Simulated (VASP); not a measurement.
Data:

```
CELL_PARAMETERS angstrom
      1.24757    -2.16085     0.00000
      1.24757     2.16085     0.00000
      0.00000     0.00000     6.74835
ATOMIC_POSITIONS crystal
  C  0.00000 0.00000 0.25000
  C  0.00000 0.00000 0.75000
  C  0.33333 0.66667 0.25000
  C  0.66667 0.33333 0.75000
```

All values below come from LDA (Ceperley-Alder, Perdew-Zunger), VASP's LDA PAW potentials (set 64) (plane waves; VASP). Settings: 520 eV cut-off, 10×10×4 Γ-centred mesh, Gaussian smearing of 0.050 eV, potentials C.

Q: The ions and cell shape at fixed volume are relaxed. Predict the relaxed structure.

A: 
```
CELL_PARAMETERS angstrom
      1.22471    -2.12125     0.00000
      1.22471     2.12125     0.00000
      0.00000     0.00000     7.00263
ATOMIC_POSITIONS crystal
  C  0.00000 0.00000 0.25000
  C  0.00000 0.00000 0.75000
  C  0.33333 0.66667 0.25000
  C  0.66667 0.33333 0.75000
```
Space group P6_3/mmc (194), at a tolerance of 0.03 Å.

Q: How much energy does the relaxation gain?

A: The energy (σ→0) changes by -24.0 meV/atom, in 3 ionic steps.

The compound is C in the graphite structure. This cell is one point of a volume scan, at 1.06 of the reference volume. Symmetry was kept, so distortions that lower it aren't found.
